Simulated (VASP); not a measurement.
Level of theory: SCAN meta-GGA, VASP's PBE PAW potentials (set 64) (plane waves; VASP).

A VASP calculation is set up with these files.

KPOINTS:
```
Automatic mesh
0
Gamma
1 1 1
0 0 0
```

INCAR:
```
ISPIN = 2
NUPDOWN = 1
NELM = 200
ENCUT = 520   # plane-wave cut-off (eV)
LREAL = F
LMIXTAU = T
LASPH = T   # aspherical one-centre terms
PREC = Normal
LCHARG = F
ISYM = 0
MAGMOM = 1
EDIFF = 1E-6
SIGMA = 0.01   # width (eV)
SYSTEM = Rb atom
LMAXMIX = 4   # l cut-off of mixed one-centre charges
METAGGA = SCAN
ALGO = All
LWAVE = F
LORBIT = 10
ISMEAR = 0
```

POSCAR:
```
Rb atom
1
   12.0000000000     0.0000000000     0.0000000000
    0.0000000000    12.5000000000     0.0000000000
    0.0000000000     0.0000000000    13.0000000000
Rb
1
Direct
  0.0000000000   0.0000000000   0.0000000000
```

POTCAR, in this order: Rb_sv (PBE.64 set). Program: vasp_gam. Read from the step before: WAVECAR.

The resulting files:

### OSZICAR
```
       N       E                     dE             d eps       ncg     rms           ort
SDA:   1    -0.199530541132E+02   -0.19953E+02    0.00000E+00     9   0.688E-01   0.000E+00
CGA:   2    -0.199731357066E+02   -0.20082E-01   -0.19960E-01     9   0.239E-01   0.196E-02
CGA:   3    -0.199793271993E+02   -0.61915E-02   -0.61524E-02     9   0.579E-02   0.760E-03
CGA:   4    -0.199804857835E+02   -0.11586E-02   -0.11625E-02     9   0.209E-02   0.237E-03
CGA:   5    -0.199812135549E+02   -0.72777E-03   -0.70452E-03     9   0.115E-02   0.198E-03
CGA:   6    -0.199815775798E+02   -0.36402E-03   -0.35786E-03     9   0.541E-03   0.968E-04
CGA:   7    -0.199817231268E+02   -0.14555E-03   -0.14467E-03     9   0.196E-03   0.545E-04
CGA:   8    -0.199817817075E+02   -0.58581E-04   -0.57696E-04     9   0.857E-04   0.220E-04
CGA:   9    -0.199818102075E+02   -0.28500E-04   -0.27302E-04     9   0.414E-04   0.171E-04
SDA:  10    -0.199818225786E+02   -0.12371E-04   -0.12227E-04     9   0.213E-04   0.170E-04
SDA:  11    -0.199818288190E+02   -0.62404E-05   -0.59586E-05     9   0.110E-04   0.763E-05
SDA:  12    -0.199818348052E+02   -0.59862E-05   -0.81862E-05     9   0.297E-04  -0.454E-05
CGA:  13    -0.199818406321E+02   -0.58269E-05   -0.60955E-05     9   0.784E-05   0.227E-05
CGA:  14    -0.199818471234E+02   -0.64913E-05   -0.64830E-05     9   0.125E-04   0.441E-07
SDA:  15    -0.199818510950E+02   -0.39716E-05   -0.39625E-05     9   0.199E-04  -0.469E-05
CGA:  16    -0.199818574382E+02   -0.63432E-05   -0.63449E-05     9   0.141E-04  -0.628E-08
CGA:  17    -0.199818619516E+02   -0.45134E-05   -0.45395E-05     9   0.147E-04  -0.194E-05
CGA:  18    -0.199818651297E+02   -0.31781E-05   -0.28115E-05     9   0.211E-04  -0.104E-05
CGA:  19    -0.199818678031E+02   -0.26734E-05   -0.22569E-05     9   0.243E-04  -0.677E-06
CGA:  20    -0.199818705268E+02   -0.27237E-05   -0.21430E-05     9   0.266E-04  -0.221E-05
CGA:  21    -0.199818725288E+02   -0.20021E-05   -0.20145E-05     9   0.305E-04  -0.255E-05
CGA:  22    -0.199818742002E+02   -0.16713E-05   -0.16251E-05     9   0.317E-04  -0.108E-05
CGA:  23    -0.199818758670E+02   -0.16668E-05   -0.15517E-05     9   0.349E-04  -0.216E-05
CGA:  24    -0.199818771899E+02   -0.13229E-05   -0.11962E-05     9   0.404E-04   0.116E-05
CGA:  25    -0.199818786899E+02   -0.15000E-05   -0.14592E-05     9   0.466E-04  -0.601E-07
CGA:  26    -0.199818803117E+02   -0.16218E-05   -0.14378E-05     9   0.503E-04  -0.529E-05
CGA:  27    -0.199818815988E+02   -0.12871E-05   -0.10350E-05     9   0.519E-04  -0.421E-05
CGA:  28    -0.199818826212E+02   -0.10225E-05   -0.91425E-06     9   0.511E-04   0.406E-05
CGA:  29    -0.199818836789E+02   -0.10576E-05   -0.10569E-05     9   0.505E-04   0.820E-05
CGA:  30    -0.199818845205E+02   -0.84160E-06   -0.84107E-06     9   0.526E-04   0.603E-05
   1 F= -.19981885E+02 E0= -.19981885E+02  d E =-.780316E-16  mag=     1.0000
```

### OUTCAR
```
------------------------ aborting loop because EDIFF is reached ----------------------------------------
  FORCE on cell =-STRESS in cart. coord.  units (eV):
  Direction    XX          YY          ZZ          XY          YZ          ZX
  --------------------------------------------------------------------------------------
  Total       -0.0760832     -0.0547701     -0.0365797     -0.0000032     -0.0000025      0.0000005
  in kB       -0.0625122     -0.0450007     -0.0300550     -0.0000026     -0.0000021      0.0000004
  external PRESSURE =      -0.0458560 kB  Pullay stress =       0.0000000 kB
  volume of cell :     1950.00
      direct lattice vectors                 reciprocal lattice vectors
    12.000000000  0.000000000  0.000000000     0.083333333  0.000000000  0.000000000
     0.000000000 12.500000000  0.000000000     0.000000000  0.080000000  0.000000000
     0.000000000  0.000000000 13.000000000     0.000000000  0.000000000  0.076923077
 POSITION                                       TOTAL-FORCE (eV/Angst)
 -----------------------------------------------------------------------------------
      0.00000      0.00000      0.00000        -0.000007     -0.000000      0.000001
 -----------------------------------------------------------------------------------
    total drift:                               -0.000007     -0.000000      0.000001
  FREE ENERGIE OF THE ION-ELECTRON SYSTEM (eV)
  ---------------------------------------------------
  free  energy   TOTEN  =       -19.9818845205 eV

  energy  without entropy=      -19.9818845205  energy(sigma->0) =      -19.98188452

 total charge

# of ion       s       p       d       tot
------------------------------------------
    1        1.973   5.385   0.000   7.358

 magnetization (x)

# of ion       s       p       d       tot
------------------------------------------
    1        0.042   0.009   0.000   0.051
```
(Selected blocks of OUTCAR.)

The atom may not be in its lowest state.

The cell is a free atom in a box.
